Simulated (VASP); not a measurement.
Output of a VASP run:

### OSZICAR
```
...
DAV:   6    -0.103906793643E+02    0.31019E-06   -0.50911E-05  2124   0.124E-01    0.227E-03
DAV:   7    -0.103906795535E+02   -0.18923E-06   -0.25253E-06  1396   0.224E-02
   2 F= -.10390680E+02 E0= -.10390715E+02  d E =-.862224E-02
       N       E                     dE             d eps       ncg     rms          rms(c)
DAV:   1    -0.104213626165E+02   -0.30683E-01   -0.41422E-01  2234   0.135E+01    0.101E+00
DAV:   2    -0.103992999058E+02    0.22063E-01   -0.30556E-02  2198   0.356E+00    0.498E-01
DAV:   3    -0.103922950262E+02    0.70049E-02   -0.11774E-02  2222   0.198E+00    0.120E-01
DAV:   4    -0.103917920401E+02    0.50299E-03   -0.13903E-03  2166   0.771E-01    0.259E-02
DAV:   5    -0.103917814150E+02    0.10625E-04   -0.11596E-04  1990   0.214E-01    0.196E-02
DAV:   6    -0.103917803333E+02    0.10817E-05   -0.85719E-06  1944   0.601E-02    0.126E-03
DAV:   7    -0.103917803479E+02   -0.14595E-07   -0.32152E-07   930   0.921E-03
   3 F= -.10391780E+02 E0= -.10391794E+02  d E =-.972304E-02
       N       E                     dE             d eps       ncg     rms          rms(c)
DAV:   1    -0.103926813426E+02   -0.90101E-03   -0.12446E-02  2236   0.231E+00    0.176E-01
DAV:   2    -0.103920099735E+02    0.67137E-03   -0.93830E-04  2200   0.627E-01    0.869E-02
DAV:   3    -0.103917965335E+02    0.21344E-03   -0.35107E-04  2224   0.342E-01    0.212E-02
DAV:   4    -0.103917809507E+02    0.15583E-04   -0.41743E-05  2172   0.133E-01    0.450E-03
DAV:   5    -0.103917806001E+02    0.35066E-06   -0.32129E-06  1258   0.365E-02
   4 F= -.10391781E+02 E0= -.10391791E+02  d E =-.972329E-02
       N       E                     dE             d eps       ncg     rms          rms(c)
DAV:   1    -0.103921247927E+02   -0.34384E-03   -0.46322E-03  2236   0.140E+00    0.108E-01
DAV:   2    -0.103918716164E+02    0.25318E-03   -0.35706E-04  2202   0.388E-01    0.530E-02
DAV:   3    -0.103917928673E+02    0.78749E-04   -0.13149E-04  2232   0.210E-01    0.130E-02
DAV:   4    -0.103917872253E+02    0.56420E-05   -0.15274E-05  2146   0.806E-02    0.278E-03
DAV:   5    -0.103917870620E+02    0.16331E-06   -0.11121E-06   850   0.217E-02
   5 F= -.10391787E+02 E0= -.10391799E+02  d E =-.972975E-02
       N       E                     dE             d eps       ncg     rms          rms(c)
DAV:   1    -0.103928234696E+02   -0.10362E-02   -0.14677E-02  2236   0.250E+00    0.191E-01
DAV:   2    -0.103920308863E+02    0.79258E-03   -0.11114E-03  2202   0.683E-01    0.943E-02
DAV:   3    -0.103917800972E+02    0.25079E-03   -0.41530E-04  2226   0.372E-01    0.230E-02
DAV:   4    -0.103917616922E+02    0.18405E-04   -0.48772E-05  2174   0.144E-01    0.489E-03
DAV:   5    -0.103917612856E+02    0.40659E-06   -0.37435E-06  1316   0.393E-02
   6 F= -.10391761E+02 E0= -.10391770E+02  d E =0.257764E-04
       N       E                     dE             d eps       ncg     rms          rms(c)
DAV:   1    -0.103921696920E+02   -0.40800E-03   -0.52779E-03  2236   0.149E+00    0.115E-01
DAV:   2    -0.103918810954E+02    0.28860E-03   -0.40701E-04  2202   0.414E-01    0.566E-02
DAV:   3    -0.103917912618E+02    0.89834E-04   -0.14984E-04  2232   0.224E-01    0.139E-02
DAV:   4    -0.103917848183E+02    0.64435E-05   -0.17407E-05  2146   0.860E-02    0.297E-03
DAV:   5    -0.103917846326E+02    0.18568E-06   -0.12665E-06   850   0.231E-02
   7 F= -.10391785E+02 E0= -.10391795E+02  d E =0.242935E-05
```

### OUTCAR
```
------------------------ aborting loop because EDIFF is reached ----------------------------------------
  FORCE on cell =-STRESS in cart. coord.  units (eV):
  Direction    XX          YY          ZZ          XY          YZ          ZX
  --------------------------------------------------------------------------------------
  Total        0.0139610      0.0139610      0.0139610      0.0000000      0.0000000     -0.0000000
  in kB        0.5051835      0.5051835      0.5051835      0.0000000      0.0000000     -0.0000000
  external PRESSURE =       0.5051835 kB  Pullay stress =       0.0000000 kB
  volume of cell :       44.28
      direct lattice vectors                 reciprocal lattice vectors
     0.000000000  2.807906351  2.807906351    -0.178068617  0.178068617  0.178068617
     2.807906351  0.000000000  2.807906351     0.178068617 -0.178068617  0.178068617
     2.807906351  2.807906351 -0.000000000     0.178068617  0.178068617 -0.178068617
 POSITION                                       TOTAL-FORCE (eV/Angst)
 -----------------------------------------------------------------------------------
      2.80791      2.80791      2.80791         0.000000     -0.000000      0.000000
      4.21186      4.21186      4.21186        -0.000000      0.000000     -0.000000
 -----------------------------------------------------------------------------------
    total drift:                                0.000000      0.000000      0.000000
  FREE ENERGIE OF THE ION-ELECTRON SYSTEM (eV)
  ---------------------------------------------------
  free  energy   TOTEN  =       -10.3917846326 eV

  energy  without entropy=      -10.3918171232  energy(sigma->0) =      -10.39179546

 reached required accuracy - stopping structural energy minimisation
```
(Selected blocks of OUTCAR.)

POSCAR:
```
Ge
1
    0.0000000000     2.8374250000     2.8374250000
    2.8374250000     0.0000000000     2.8374250000
    2.8374250000     2.8374250000     0.0000000000
Ge
2
Direct
  0.5000000000   0.5000000000   0.5000000000
  0.7500000000   0.7500000000   0.7500000000
```

**Question.** Reconstruct the remaining input files.

**Answer.** Several could match; the one computed here: the input of the run itself, LDA (Ceperley-Alder, Perdew-Zunger), plane waves, VASP's LDA PAW potentials (set 64).

### INCAR
```
ISMEAR  =  1
ISIF  =  3   ! ions, shape and volume
EDIFFG  =  -0.01   ! ionic stop
LWAVE  =  F
PREC  =  Accurate
LREAL  =  F   ! projection in real space or not
LASPH  =  T   ! aspherical one-centre terms
IBRION  =  2
LCHARG  =  F
ALGO  =  Normal   ! blocked Davidson
SIGMA  =  0.1
ENCUT  =  400
LMAXMIX  =  4   ! l cut-off of mixed one-centre charges
SYSTEM  =  Ge
NELM  =  100
NSW  =  60   ! most ionic steps
EDIFF  =  1E-6
```

File KPOINTS:
```
Automatic mesh
0
G
10 10 10
```

POTCAR, in this order: Ge_d (LDA.64 set). Program: vasp_std.

Energy and stress use the plane-wave basis of the starting cell.

The structure comes from a computed database's Ge entry (Fd-3m); how it stands against other phases isn't given here. This run relaxes it. Symmetry was kept, so distortions that lower it aren't found.
